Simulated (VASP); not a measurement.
# Elastic response of GaP (F-43m) to biaxial strain in the (111) plane: normal strain, stress and strain energy with LDA

The usual rule of thumb is that a semiconductor film strained by a percent or two obeys linear elasticity: stress grows in proportion to strain, and stored energy with its square. We test this for GaP strained equally in all directions of the (111) plane, from −2 % to +2 %, with the normal direction free of stress. The answer decides whether two constants are enough to convert a lattice mismatch into a film stress. Strains and energies are measured from the crystal relaxed with LDA, and tension is positive. We derive the bulk modulus B and the shear modulus C44 from the series, then see how the error of constant moduli grows with strain.

## Systems and settings

The start is a typed prototype cell. The crystal was relaxed with LDA. Equal strain is imposed in the (111) plane; the strain along the normal is adjusted until the normal stress vanishes, and the atoms are relaxed with LDA. VASP 6.6.1, plane waves with PAW, cutoff 450 eV, no spin polarisation, no spin-orbit coupling, k mesh 10×10×10, static lattice.

Notes on method and selection:

- Runs that did not converge, have known faults or may not be shown are not listed, and runs on Ansatz's PAW sets soft_1 and soft_2 are kept to separate tables.

Columns:

- strain (%): strain in the plane (tension positive).
- gap (eV): band gap on the k mesh at LDA.
- normal strain (%): strain along the normal.
- stress (GPa): in-plane stress, tension positive.
- strain energy (meV/atom): energy per atom above the relaxed crystal.

## Data

| member | strain (%) | gap (eV) | normal strain (%) | stress (GPa) | strain energy (meV/atom) |
| --- | --- | --- | --- | --- | --- |
| −2 % | −2.0 | 1.184 | 0.950 | −4.46 | 10.92 |
| −1.5 % | −1.5 | 1.260 | 0.708 | −3.28 | 6.15 |
| −1 % | −1.0 | 1.323 | 0.469 | −2.15 | 2.77 |
| −0.5 % | −0.5 | 1.365 | 0.225 | −1.05 | 0.74 |
| 0 % | 0.0 | 1.402 | 0.000 | 0.01 | 0.00 |
| +0.5 % | 0.5 | 1.375 | −0.233 | 1.03 | 0.56 |
| +1 % | 1.0 | 1.347 | −0.456 | 2.01 | 2.34 |
| +1.5 % | 1.5 | 1.224 | −0.675 | 2.96 | 5.31 |
| +2 % | 2.0 | 1.104 | −0.890 | 3.87 | 9.43 |

Least-squares fits to the whole series, with x = strain (%); R² and errors in the fitted variable (y, or ln y where the fit is in ln y):

| y | members | fit | R² | rms residual | leave-one-out rms | the same for the mean of the others |
| --- | --- | --- | --- | --- | --- | --- |
| normal strain (%) | 9 | y = 0.01089 − 0.4606 x | 1.00 | 0.013 | 0.018 | 0.67 |
| stress (GPa) | 9 | y = −0.1178 + 2.081 x | 1.00 | 0.11 | 0.16 | 3.0 |

## Interpretation

From −2 % to +2 % in-plane strain, the normal strain falls from 0.950 % to −0.890 % and the in-plane stress rises from −4.46 to 3.87 GPa. The energy rises on both sides of zero, and at equal size of strain it is higher under compression.

The simplest model assumes constant moduli, zero normal stress and atoms that follow the strain to their relaxed positions. Let e be the in-plane strain and n the normal strain, both as fractions, and s the in-plane stress.

1. The strain stretches the three cubic axes equally and changes the angles between them. It is therefore a volume change, resisted by B, plus a trigonal shear, resisted by C44. The combination C11 − C12 does not enter, so the series yields two of the three cubic moduli.
2. The volume strain is 2e + n and the mean stress is 2s/3, hence 2s/3 = B(2e + n).
3. The in-plane stress exceeds the normal stress by s, hence s = 2 C44 (e − n).
4. Eliminating s gives n = −R e, with R = (6B − 4 C44)/(3B + 4 C44).
5. Inserting n in step 3 gives s = M e, with M = 2 C44 (1 + R).
6. Each of the two in-plane directions contributes work s e/2 per volume. With v the volume per atom, the energy per atom is u = v M e².

Read backwards, C44 = M/[2(1 + R)] and B = 2M/[3(2 − R)]. The three parameters are B, C44 and v.

The normal contracts under tension because the crystal resists a change of volume. It contracts by less than would keep the volume constant (R = 2), because the shear costs energy too. This C44 includes the shift of the two sublattices against each other along the normal; with that shift frozen it would be larger.

## The model against the table

We fix the model on the members −1 % and +1 %, averaging the two so that any quadratic term in stress and normal strain cancels.

- R = (0.469 + 0.456)/2 = 0.4625
- M = (2.15 + 2.01)/2 = 2.08 GPa per %, or 208 GPa
- u at 1 % = (2.77 + 2.34)/2 = 2.555 meV/atom

The moduli follow as C44 = 208/(2 × (1 + 0.4625)) = 71.1 GPa and B = 2 × 208/(3 × (2 − 0.4625)) = 90.2 GPa. With 1 GPa Å³ = 6.24 meV, the volume per atom is v = 2.555/(208 × 0.0001 × 6.24) = 19.7 Å³.

For the other members, strains are in %, stresses in GPa and energies in meV/atom.

**−2 %**
- normal strain: 0.4625 × 2 = 0.925; table 0.950
- stress: −2.08 × 2 = −4.16; table −4.46
- energy: 2.555 × 4 = 10.22; table 10.92

**−0.5 %**
- normal strain: 0.4625 × 0.5 = 0.231; table 0.225
- stress: −2.08 × 0.5 = −1.04; table −1.05
- energy: 2.555 × 0.5² = 0.64; table 0.74

**+1.5 %**
- normal strain: −0.4625 × 1.5 = −0.694; table −0.675
- stress: 2.08 × 1.5 = 3.12; table 2.96
- energy: 2.555 × 1.5² = 5.75; table 5.31

**+2 %**
- normal strain: −0.4625 × 2 = −0.925; table −0.890
- stress: 2.08 × 2 = 4.16; table 3.87
- energy: 2.555 × 4 = 10.22; table 9.43

## Outliers

Largest departures from the fit to the whole series:

| member | normal strain (%) | fit | computed − fit | in rms residuals |
| --- | --- | --- | --- | --- |
| +2 % | −0.890 | −0.910 | +0.020 | 1.6 |
| −2 % | 0.950 | 0.932 | +0.018 | 1.4 |
| −0.5 % | 0.225 | 0.241 | −0.016 | 1.3 |
| +0.5 % | −0.233 | −0.219 | −0.014 | 1.1 |

The computed stress lies below the value for constant moduli, fixed at ±1 %, at both ends: by 4.46 − 4.16 = 0.30 GPa at −2 % and by 4.16 − 3.87 = 0.29 GPa at +2 %. A departure of the same sign on both sides is a quadratic term: the moduli are not constant, because shortened bonds are stiffer and stretched bonds softer. The ±1 % rows give its coefficient as (2.01 − 2.15)/2 = −0.07 GPa per %². Adding it brings every row to within about 0.02 GPa. The normal strain is curved as well, lying above the value for constant moduli by 0.950 − 0.925 = 0.025 % at −2 % and by 0.925 − 0.890 = 0.035 % at +2 %. A straight line fitted to such a curve runs below it at the ends and above it near zero, which is the pattern of the outliers listed.

The energy shows a second failure, at small strain. Half the difference between +0.5 % and −0.5 % is (0.56 − 0.74)/2 = −0.09 meV/atom, whereas the curvature of the stress accounts for only (2/3) × (2.555/2.08) × (−0.07) × 0.5³ = −0.007 meV/atom. What fails here is the assumption that energy and stress share the same zero of strain. The likely cause is the finite plane-wave basis: at fixed cutoff a larger cell holds more plane waves, which lowers its energy slightly, while the computed stress lacks this contribution. The sign agrees, since tension costs less energy than the computed stress implies.

## What to take away

Constant moduli give the stress to within 4 % at strains up to 1 % in size, and to about 7 % at ±2 %. For larger mismatches within this range, the quadratic term should be kept.

Two effects outside the model can exceed these departures. A real film above its critical thickness forms misfit dislocations, which reduce the size of the stress and can remove most of it, several GPa at 2 % mismatch. LDA also tends to make lattice constants too short, by very roughly 1 %. Imposing a measured in-plane lattice constant on an LDA crystal would then add a false tension of roughly 2 GPa, so mismatch should be entered as a strain relative to the relaxed LDA crystal.
